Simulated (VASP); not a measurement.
These are LDA (Ceperley-Alder, Perdew-Zunger), VASP's LDA PAW potentials (set 64) (plane waves; VASP) values and carry that method's errors. For the first row: Run with 400 eV cut-off, 9×9×9 Γ-centred mesh, tetrahedra with Blöchl corrections, potentials In_d Pt.

```json
[
 {"system": "In2Pt (space group Fm-3m)", "energy (eV/atom)": "-5.1565"},
 {"system": "In (bct)", "energy (eV/atom)": "-3.2172"},
 {"system": "Pt (fcc)", "energy (eV/atom)": "-7.5043"}
]
```

The references are the elements' solids at the same level; no temperature or zero-point terms are added.  Spin-orbit coupling is left out, which shifts such energies by up to tenths of an eV for the heavy elements here.

### Question
What is the formation energy per atom of In2Pt?

### Answer
The references average (2×(-3.2172) + 1×(-7.5043))/3 = -4.6462 eV, so the formation energy is -5.1565 − (-4.6462) = -0.510 eV/atom.
